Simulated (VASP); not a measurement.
# Mg6TiCo (Amm2) in VASP: settings compared

Aim: see how the results for Mg6TiCo move with the level of theory and the settings. Levels: PBE+rVV10+U, LDA+U, PBE+D2+U. Tasks: optical spectrum, single point.

All numbers are computed with VASP 6.6.1; they aren't measurements. Logs are shortened: lines on timing, memory, paths and dates and some standing lists are left out, and cuts for length are marked.

## (1) Starting point

The structure is orthorhombic, space group Amm2 (No. 38). Conventional cell: a = 4.717 Å, b = 6.037 Å, c = 11.000 Å, α = 90.00°, β = 90.00°, γ = 90.00°. Around Co (site symmetry mm2) lie 2 Ti at 2.64 Å and 2 Mg at 2.78 Å. Around Ti (site symmetry mm2) lie 2 Co at 2.64 Å and 8 Mg at 2.91 to 3.03 Å. Mg (site symmetry mm2) is surrounded by 10 Mg at 2.96 to 3.21 Å and 2 Ti at 3.03 Å. Around Mg (site symmetry m) lie 8 Mg at 2.89 to 3.21 Å and 1 Ti at 2.91 Å and 2 Co at 3.07 Å. Mg (site symmetry mm2) has 10 Mg at 2.96 to 3.16 Å and 2 Co at 3.04 Å as nearest neighbours. Around Mg (site symmetry m) lie 1 Co at 2.78 Å and 8 Mg at 2.90 to 3.16 Å and 2 Ti at 3.01 Å.

The cell comes from a database or a generator and needn't be the stable form of this composition.

## (2) Optical spectrum, PBE+rVV10+U, collinear spin, antiferromagnetic start

File INCAR:

```
ALGO = Normal
BPARAM = 10.0
CPARAM = 0.0093
CSHIFT = 0.1
EDIFF = 1E-6
ENCUT = 550
GGA = PE
ISIF = 2
ISMEAR = -5
ISPIN = 2
IVDW_NL = 2
LASPH = T
LCHARG = F
LDAU = T
LDAUJ = 0.5 0.5 0
LDAUL = 2 2 -1
LDAUPRINT = 1
LDAUTYPE = 1
LDAUU = 1 8 0
LMAXMIX = 4
LOPTICS = T
LORBIT = 11
LREAL = F
LUSE_VDW = T
LWAVE = F
MAGMOM = 2 -1 0 0 0 0 0 0
NBANDS = 64
NEDOS = 2000
NELM = 100
NUPDOWN = 4
PREC = Accurate
SIGMA = 0.05
```

File KPOINTS:

```
k-points
0
Gamma
  6 5 5
```

File POSCAR:

```
Mg6TiCo
1.0
    4.7166050000      0.0000000000      0.0000000000
    0.0000000000      3.0183690000      5.4998395000
    0.0000000000     -3.0183690000      5.4998395000
Co Ti Mg
1 1 6
Cartesian
    0.0000000000      0.0000000000      8.8001171891
    2.3583025000      0.0000000000      7.6176516966
    2.3583025000      0.0000000000      1.8369353933
    2.3583025000     -1.5721778610      4.6379706516
    2.3583025000      1.5721778610      4.6379706516
    0.0000000000      0.0000000000      3.6185754003
    0.0000000000     -1.4486179076      6.4247585084
    0.0000000000      1.4486179076      6.4247585084
```

Potentials or basis: VASP PAW PBE potentials, release 64 (Co_GW, Ti_sv_GW, Mg_GW).

Command:

```
> cat potpaw_PBE.64/Co_GW/POTCAR potpaw_PBE.64/Ti_sv_GW/POTCAR potpaw_PBE.64/Mg_GW/POTCAR > POTCAR
> mpirun -np 1 vasp_std > vasp.out
```

OUTCAR:

```text
BPARAM = 10.0
   EDIFF = 1E-6
   ENCUT = 550
   GGA = PE
   ISIF = 2
   ISMEAR = -5
   ISPIN = 2
   IVDW_NL = 2
   LASPH = T
   LORBIT = 11
   LREAL = F
   NELM = 100
   NUPDOWN = 4
   PREC = Accurate

 ion  position               nearest neighbor table
   1  0.000  0.800  0.800-   2 2.64   2 2.64   8 2.78   7 2.78
   2  0.500  0.693  0.693-   1 2.64   1 2.64
   3  0.500  0.167  0.167-
   4  0.500  0.161  0.682-
   5  0.500  0.682  0.161-
   6  0.000  0.329  0.329-
   7  0.000  0.344  0.824-   1 2.78
   8  0.000  0.824  0.344-   1 2.78

  LATTYP: Found a base centered orthorhombic cell.
 ALAT       =     6.0367380000
 B/A-ratio  =     1.8221229744
 C/A-ratio  =     0.7813168304

  Lattice vectors:

 A1 = (   0.0000000000,   3.0183690000,  -5.4998395000)
 A2 = (   0.0000000000,   3.0183690000,   5.4998395000)
 A3 = (   4.7166050000,   0.0000000000,   0.0000000000)

Analysis of symmetry for initial positions (statically):
=====================================================================
 Subroutine PRICEL returns:
 Original cell was already a primitive cell.

 Routine SETGRP: Setting up the symmetry group for a
 base centered orthorhombic supercell.

 Subroutine GETGRP returns: Found  4 space group operations
 (whereof  4 operations were pure point group operations)
 out of a pool of  8 trial point group operations.

The static configuration has the point symmetry C_2v.

Analysis of symmetry for dynamics (positions and initial velocities):
=====================================================================
 Subroutine PRICEL returns:
 Original cell was already a primitive cell.

 Routine SETGRP: Setting up the symmetry group for a
 base centered orthorhombic supercell.

 Subroutine GETGRP returns: Found  4 space group operations
 (whereof  4 operations were pure point group operations)
 out of a pool of  8 trial point group operations.

The dynamic configuration has the point symmetry C_2v.

Analysis of structural, dynamic, and magnetic symmetry:
=====================================================================
 Subroutine PRICEL returns:
 Original cell was already a primitive cell.

 Routine SETGRP: Setting up the symmetry group for a
 base centered orthorhombic supercell.

 Subroutine GETGRP returns: Found  4 space group operations
 (whereof  4 operations were pure point group operations)
 out of a pool of  8 trial point group operations.

The overall configuration has the point symmetry C_2v.

 Subroutine INISYM returns: Found  4 space group operations
 (whereof  4 operations are pure point group operations),
 and found     1 'primitive' translations

----------------------------------------------------------------------------------------

                                     Primitive cell

  volume of cell :     156.5964

  direct lattice vectors                    reciprocal lattice vectors
     4.716605000  0.000000000  0.000000000     0.212016906  0.000000000  0.000000000
     0.000000000  3.018369000  5.499839500     0.000000000  0.165652377  0.090911744
     0.000000000 -3.018369000  5.499839500     0.000000000 -0.165652377  0.090911744

  length of vectors
     4.716605000  6.273658099  6.273658099     0.212016906  0.188959401  0.188959401

  position of ions in fractional coordinates (direct lattice)
     0.000000000  0.800034000  0.800034000
     0.500000000  0.692534000  0.692534000
     0.500000000  0.166999000  0.166999000
     0.500000000  0.161211000  0.682081000
     0.500000000  0.682081000  0.161211000
     0.000000000  0.328971000  0.328971000
     0.000000000  0.344119000  0.824053000
     0.000000000  0.824053000  0.344119000

  ion indices of the primitive-cell ions
   primitive index   ion index
                 1           1
[... 118 lines left out ...]
 spin polarized calculation
 Fermi weights with tetrahedron method with Bloechl corrections
  energy-cutoff  :      550.00
  volume of cell :      156.60
 maximum number of plane-waves:      4605
   NGX = 19   NGY = 23   NGZ = 23

atom =   1  type =  1  l = 2

 onsite density matrix

[... 27 lines left out ...]

 number of electron      32.9999999 magnetization       4.0000040

 Free energy of the ion-electron system (eV)
  ---------------------------------------------------
  ext. energy  EPLUGINS =         0.00000000
  ---------------------------------------------------
  free energy    TOTEN  =       -18.43191138 eV

  energy without entropy =      -18.43191138  energy(sigma->0) =      -18.43191138

 E-fermi :   3.4597     XC(G=0):  -9.3932

 val. band max:        3.9352299916   @ k =   0.5000  -0.4000   0.4000
 cond. band min:       3.3055001922   @ k =   0.5000   0.0000   0.0000
 fundamental gap:     -0.6297297994
 Fermi energy:         3.8901896477

 spin component 1

 k-point     1 :       0.0000    0.0000    0.0000
  band No.  band energies     occupation
      1     -54.3018      1.00000
      2     -30.6135      1.00000
      3     -30.5820      1.00000
      4     -30.5313      1.00000
      5      -3.6671      1.00000
      6       0.2841      1.00000
[... 1481 lines left out ...]
     27       9.3118      0.00000
     28       9.3397      0.00000

 [... further k-points ...]

 [bands above 28 left out]

------------------------ aborting loop because EDIFF is reached ----------------------------------------

  FORCE on cell =-STRESS in cart. coord.  units (eV):
  Direction    XX          YY          ZZ          XY          YZ          ZX
  --------------------------------------------------------------------------------------
  -------------------------------------------------------------------------------------
  Total        4.7268589      1.5131538      3.5497121      0.0000000      0.0000000      0.0000000
  in kB       48.3616793     15.4814559     36.3179944      0.0000000      0.0000000      0.0000000
  external PRESSURE =      33.3870432 kB  Pullay stress =       0.0000000 kB

 VOLUME and BASIS-vectors are now :
 -----------------------------------------------------------------------------
  energy-cutoff  :      550.00
  volume of cell :      156.60
      direct lattice vectors                 reciprocal lattice vectors
     4.716605000  0.000000000  0.000000000     0.212016906  0.000000000  0.000000000
     0.000000000  3.018369000  5.499839500     0.000000000  0.165652377  0.090911744
     0.000000000 -3.018369000  5.499839500     0.000000000 -0.165652377  0.090911744

 POSITION                                       TOTAL-FORCE (eV/Angst)
 -----------------------------------------------------------------------------------
      0.00000      0.00000      8.80012         0.000000      0.000000      0.778697
      2.35830      0.00000      7.61765         0.000000      0.000000     -0.819113
      2.35830      0.00000      1.83694         0.000000      0.000000      0.163578
      2.35830     -1.57218      4.63797         0.000000      0.183092      0.069191
      2.35830      1.57218      4.63797         0.000000     -0.183092      0.069191
      0.00000      0.00000      3.61858         0.000000      0.000000     -0.103793
      0.00000     -1.44862      6.42476         0.000000     -0.185260     -0.078876
      0.00000      1.44862      6.42476         0.000000      0.185260     -0.078876
 -----------------------------------------------------------------------------------
    total drift:                                0.000000     -0.000000     -0.000953

  FREE ENERGIE OF THE ION-ELECTRON SYSTEM (eV)
  ---------------------------------------------------
  free  energy   TOTEN  =       -18.4319113793 eV

  energy  without entropy=      -18.4319113793  energy(sigma->0) =      -18.43191138

 total charge

# of ion       s       p       d       f       tot
--------------------------------------------------
    1        0.418   0.272   7.235   0.001   7.926
    2        2.217   5.969   1.623   0.002   9.811
    3        0.218   0.161   0.016   0.000   0.396
    4        0.215   0.152   0.015   0.000   0.382
    5        0.215   0.152   0.015   0.000   0.382
    6        0.205   0.146   0.015   0.000   0.366
    7        0.216   0.157   0.017   0.000   0.390
    8        0.216   0.157   0.017   0.000   0.390
--------------------------------------------------
tot          3.920   7.166   8.953   0.003  20.042

 magnetization (x)

# of ion       s       p       d       f       tot
--------------------------------------------------
    1        0.021   0.048   1.401   0.001   1.470
    2        0.025   0.018   1.324   0.000   1.367
    3       -0.000   0.025   0.004   0.000   0.029
    4       -0.000   0.013   0.002   0.000   0.014
    5       -0.000   0.013   0.002   0.000   0.014
    6        0.004   0.009   0.001   0.000   0.015
    7       -0.000   0.013   0.002   0.000   0.015
    8       -0.000   0.013   0.002   0.000   0.015
--------------------------------------------------
tot          0.048   0.152   2.737   0.001   2.939
```

It took 19 min on 1 thread of Intel Xeon 6975P-C (Granite Rapids), shared host; peak memory 1.1 GiB.

Results:

* Free energy: -18.4319 eV
* Pressure: 3.3 GPa
* Largest force: 0.819 eV/Å
* Net moment: 4.00 μB per cell
* Site moments: Co +1.47; Ti +1.37; Mg +0.03, +0.01 μB
* Valence electrons inside the program's atomic spheres: Co 7.93; Ti 9.81; Mg 0.40, 0.38, 0.37, 0.39

Forces on the atoms (eV/Å):
```
Co   0.000  0.000  0.779
Ti   0.000  0.000 -0.819
Mg   0.000  0.000  0.164
Mg   0.000  0.183  0.069
Mg   0.000 -0.183  0.069
Mg   0.000  0.000 -0.104
Mg   0.000 -0.185 -0.079
Mg   0.000  0.185 -0.079
```

Eigenvalues of the final occupation matrices:
| site | spin | trace | eigenvalues |
| --- | --- | --- | --- |
| site 1 d | 1 | 4.33 | 0.83 0.86 0.87 0.87 0.90 |
| site 1 d | 2 | 2.93 | 0.29 0.41 0.71 0.74 0.78 |
| site 2 d | 1 | 1.49 | 0.04 0.06 0.07 0.65 0.67 |
| site 2 d | 2 | 0.15 | 0.01 0.02 0.03 0.04 0.05 |

Caveat: the moment is held away from its start; the total moment is fixed, so each spin has its own Fermi level; the U is typed as a test and isn't derived for this compound.

## (3) Single point, LDA+U, collinear spin, ferrimagnetic start

File INCAR:

```
SYSTEM = Mg6TiCo
  PREC = Accurate
  ENCUT = 500
  EDIFF = 1E-6
  ISMEAR = 0
  SIGMA = 0.05
  LREAL = .FALSE.
  LASPH = .TRUE.
  NELM = 120
  ALGO = Normal
  ISIF = 2
  LWAVE = .FALSE.
  LCHARG = .FALSE.
  ISPIN = 2
  MAGMOM = 2 -0.5 0 0 0 0 0 0
  LORBIT = 11
  LMAXMIX = 4
  LDAU = .TRUE.
  LDAUTYPE = 1
  LDAUL = 2 2 -1
  LDAUU = 3 1 0
  LDAUJ = 1 1 0
  LDAUPRINT = 1
  GGA = CA
```

File KPOINTS:

```
Automatic mesh
0
G
  6 5 5
  0 0 0
```

File POSCAR:

```
Mg6TiCo
4.7166
    1.000001060086      0.000000000000      0.000000000000
    0.000000000000      0.639945935632      1.166060191663
    0.000000000000     -0.639945935632      1.166060191663
Co Ti Mg
1 1 6
Direct
    0.0000000000      0.8000340000      0.8000340000
    0.5000000000      0.6925340000      0.6925340000
    0.5000000000      0.1669990000      0.1669990000
    0.5000000000      0.1612110000      0.6820810000
    0.5000000000      0.6820810000      0.1612110000
    0.0000000000      0.3289710000      0.3289710000
    0.0000000000      0.3441190000      0.8240530000
    0.0000000000      0.8240530000      0.3441190000
```

Potentials or basis: VASP PAW LDA potentials, release 64 (Co, Ti, Mg).

Command:

```
> cat potpaw_LDA.64/Co/POTCAR potpaw_LDA.64/Ti/POTCAR potpaw_LDA.64/Mg/POTCAR > POTCAR
> mpirun -np 1 vasp_std > vasp.out
```

Run time: 2.8 min. Hardware: 1 thread of Intel Xeon 6975P-C (Granite Rapids), shared host; peak memory 0.35 GiB.

Results (log left out):

```yaml
Free_energy: -24.6615 eV
Pressure: -3.1 GPa
Largest_force: 0.149 eV/Å
Band_gap_on_the_k_mesh: none (metal or under the smearing width)
Net_moment: 0.81 μB per cell
Site_moments: Co +1.59; Ti -0.70; Mg +0.01, -0.00, +0.00 μB
Valence_electrons_inside_the_program's_atomic_spheres: Co 7.98; Ti 3.22; Mg 0.41, 0.39, 0.37, 0.40
```

Forces in eV/Å, atoms in the order of the input:
```
Co   0.000  0.000  0.072
Ti   0.000  0.000 -0.149
Mg   0.000  0.000  0.050
Mg   0.000 -0.007 -0.051
Mg   0.000  0.007 -0.051
Mg   0.000  0.000 -0.092
Mg   0.000  0.043  0.111
Mg   0.000 -0.043  0.111
```

Stress tensor (GPa, compression positive):
```
-2.90  0.00  0.00
 0.00 -3.45  0.00
 0.00  0.00 -3.03
```

Levels at points of the mesh, in eV from the Fermi level:
Spin up:
```
           k point  band 10  band 11  band 12  band 13  band 14  band 15  band 16  band 17
(0.00, 0.00, 0.00)    -1.72    -1.43    -1.27    -0.81     0.10     0.48     0.66     1.40
(0.50, 0.00, 0.00)    -1.03    -0.90    -0.84    -0.83    -0.50    -0.17     0.25     0.33
```
Spin down:
| k point | band 10 | band 11 | band 12 | band 13 | band 14 | band 15 |
| --- | --- | --- | --- | --- | --- | --- |
| (0.00, 0.00, 0.00) | -0.96 | -0.83 | -0.66 | -0.08 | 0.05 | 0.67 |
| (0.50, 0.00, 0.00) | -1.03 | -1.00 | -0.71 | -0.49 | -0.25 | 0.11 |

Eigenvalues of the final occupation matrices:
```
    site  spin  trace               eigenvalues
site 1 d     1   4.43  0.86 0.87 0.88 0.90 0.92
site 1 d     2   2.85  0.17 0.25 0.80 0.81 0.83
site 2 d     1   0.85  0.12 0.15 0.15 0.20 0.23
site 2 d     2   1.50  0.24 0.25 0.30 0.33 0.39
```

Caveat: the U is typed as a test and isn't derived for this compound.

## (4) Single point, PBE+D2+U, collinear spin, ferromagnetic start

File run.py:

```python
from ase.calculators.vasp import Vasp
from ase.dft.bandgap import bandgap
from ase.io import read

atoms = read('Mg6TiCo.cif')
atoms.set_initial_magnetic_moments([2.0, 1.0, 0.0, 0.0, 0.0, 0.0, 0.0, 0.0])
calc = Vasp(
    directory='calc',
    xc='pbe',
    pp='PBE',
    setups='recommended',
    prec='Accurate',
    encut=520,
    ediff=1e-06,
    ismear=1,
    sigma=0.01,
    lreal=False,
    lasph=True,
    nelm=100,
    algo='Normal',
    isif=2,
    lwave=False,
    lcharg=False,
    ispin=2,
    lorbit=11,
    lmaxmix=4,
    ldautype=2,
    ldauprint=1,
    ivdw=1,
    ldau_luj={'Co': {'L': 2, 'U': 3.5, 'J': 1.0}, 'Ti': {'L': 2, 'U': 5, 'J': 1.0}},
    kpts=[5, 4, 4],
    gamma=True,
)
atoms.calc = calc

print('energy (eV):', atoms.get_potential_energy())
print('free energy (eV):', atoms.get_potential_energy(force_consistent=True))
print('forces (eV/A):')
print(atoms.get_forces())
print('stress (eV/A^3, Voigt):', atoms.get_stress())
print('Fermi level (eV):', calc.get_fermi_level())
print('moment (muB):', atoms.get_magnetic_moment())
print('site moments (muB):', atoms.get_magnetic_moments())
gap, top, bottom = bandgap(calc)
print('band gap (eV):', gap, 'from (spin, k, band)', top, 'to', bottom)
```

File Mg6TiCo.cif:

```cif
data_Mg6TiCo
_cell_length_a 4.71660500
_cell_length_b 6.27365810
_cell_length_c 6.27365810
_cell_angle_alpha 57.51687424
_cell_angle_beta 90.00000000
_cell_angle_gamma 90.00000000
_space_group_name_H-M_alt 'P1'
_space_group_name_Hall 'P 1'
_space_group_IT_number 1
loop_
_space_group_symop_operation_xyz
'x,y,z'
loop_
_atom_site_label
_atom_site_type_symbol
_atom_site_symmetry_multiplicity
_atom_site_Wyckoff_symbol
_atom_site_fract_x
_atom_site_fract_y
_atom_site_fract_z
_atom_site_occupancy
Co1 Co 1 a 0.0000000000 0.8000340000 0.8000340000 1
Ti1 Ti 1 a 0.5000000000 0.6925340000 0.6925340000 1
Mg1 Mg 1 a 0.5000000000 0.1669990000 0.1669990000 1
Mg2 Mg 1 a 0.5000000000 0.1612110000 0.6820810000 1
Mg3 Mg 1 a 0.5000000000 0.6820810000 0.1612110000 1
Mg4 Mg 1 a 0.0000000000 0.3289710000 0.3289710000 1
Mg5 Mg 1 a 0.0000000000 0.3441190000 0.8240530000 1
Mg6 Mg 1 a 0.0000000000 0.8240530000 0.3441190000 1
```

Potentials or basis: VASP PAW PBE potentials, release 64 (Co, Ti_sv, Mg).

Command:

```
> python run.py
```

It took 4 min on 1 thread of Intel Xeon 6975P-C (Granite Rapids), shared host; peak memory 0.42 GiB.

It converged, with:

| Item | Value |
| --- | --- |
| Free energy | -21.2284 eV |
| Pressure | 0.1 GPa |
| Largest force | 0.879 eV/Å |
| Band gap on the k mesh | none (metal or under the smearing width) |
| Net moment | 0.25 μB per cell |
| Site moments | Co +1.85; Ti -1.30; Mg +0.01, +0.00 μB |
| Valence electrons inside the program's atomic spheres | Co 7.96; Ti 10.08; Mg 0.40, 0.38, 0.36, 0.39 |
| Dispersion energy per atom | -0.373 eV |

Forces on the atoms (eV/Å):
```
Co   0.000  0.771  0.423
Ti   0.000 -0.663 -0.364
Mg   0.000  0.047  0.026
Mg   0.000  0.346 -0.184
Mg   0.000  0.031  0.391
Mg   0.000 -0.070 -0.039
Mg   0.000 -0.402  0.185
Mg   0.000 -0.060 -0.438
```

Stress tensor (GPa, compression positive):
```
 1.36  0.00  0.00
 0.00 -0.60 -0.03
 0.00 -0.03 -0.57
```

Levels at points of the mesh, in eV from the Fermi level:
Spin up:
| k point | band 13 | band 14 | band 15 | band 16 | band 17 | band 18 | band 19 | band 20 | band 21 | band 22 |
| --- | --- | --- | --- | --- | --- | --- | --- | --- | --- | --- |
| (0.00, 0.00, 0.00) | -1.93 | -1.84 | -1.67 | -1.48 | -0.95 | 0.14 | 1.34 | 1.49 | 2.32 | 2.52 |
| (0.00, 0.50, 0.00) | -2.56 | -0.13 | -0.12 | 0.40 | 0.50 | 0.86 | 1.06 | 1.60 | 1.93 | 2.13 |
| (0.00, 0.50, 0.50) | -2.49 | -0.19 | -0.13 | 0.24 | 0.35 | 0.83 | 1.05 | 1.36 | 1.98 | 2.19 |
Spin down:
```tsv
k point	band 13	band 14	band 15	band 16	band 17	band 18	band 19	band 20
(0.00, 0.00, 0.00)	-1.27	-1.10	-0.98	-0.88	-0.47	-0.15	0.75	0.87
(0.00, 0.50, 0.00)	-1.18	-0.83	-0.54	0.23	0.31	0.80	1.06	1.33
(0.00, 0.50, 0.50)	-0.87	-0.86	-0.57	0.10	0.22	1.02	1.14	1.33
```

Eigenvalues of the final occupation matrices:
| site | spin | trace | eigenvalues |
| --- | --- | --- | --- |
| site 1 d | 1 | 4.54 | 0.90 0.90 0.90 0.92 0.92 |
| site 1 d | 2 | 2.71 | 0.12 0.18 0.79 0.80 0.82 |
| site 2 d | 1 | 0.26 | 0.04 0.05 0.05 0.05 0.08 |
| site 2 d | 2 | 1.53 | 0.16 0.18 0.35 0.36 0.48 |

Caveat: atom-pairwise D2, TS and ULG terms overbind metals; pairwise dispersion overbinds metals, which lowers pressure and volume; the U is typed as a test and isn't derived for this compound.

## (5) Overview

```csv
task,level,potentials or basis,spin,U,fixed moment (μB),k mesh,cutoff (eV),smearing,LDAUTYPE,hund's J,other keys,gap on the mesh (eV),pressure (GPa),moment (μB),largest force (eV/Å)
optical spectrum,PBE+rVV10+U,"VASP PAW PBE potentials, release 64 (Co_GW, Ti_sv_GW, Mg_GW)","collinear, antiferromagnetic start","Co d U = 1 eV, J = 0.5 eV, Ti d U = 8 eV, J = 0.5 eV",4,6 × 5 × 5,550,tetrahedron,1,0.5,-,-,3.3,4.00,0.82
single point,LDA+U,"VASP PAW LDA potentials, release 64 (Co, Ti, Mg)","collinear, ferrimagnetic start","Co d U = 3 eV, J = 1.0 eV, Ti d U = 1 eV, J = 1.0 eV",-,6 × 5 × 5,500,gaussian 0.05 eV,1,1,-,none,-3.1,0.81,0.15
single point,PBE+D2+U,"VASP PAW PBE potentials, release 64 (Co, Ti_sv, Mg)","collinear, ferromagnetic start","Co d U = 3.5 eV, J = 1.0 eV, Ti d U = 5 eV, J = 1.0 eV",-,5 × 4 × 4,520,methfessel-paxton 0.01 eV,2,1,ISMEAR = 1; SIGMA = 0.01; k = 5 × 4 × 4,none,0.1,0.25,0.88
```

Alike in all rows: cell as given.

Caveats: the U is typed as a test and isn't derived for this compound; the moment is held away from its start (some runs); the total moment is fixed, so each spin has its own Fermi level (some runs); atom-pairwise D2, TS and ULG terms overbind metals (some runs); pairwise dispersion overbinds metals, which lowers pressure and volume (some runs).

Absolute energies hang on the potentials; compare differences alone.
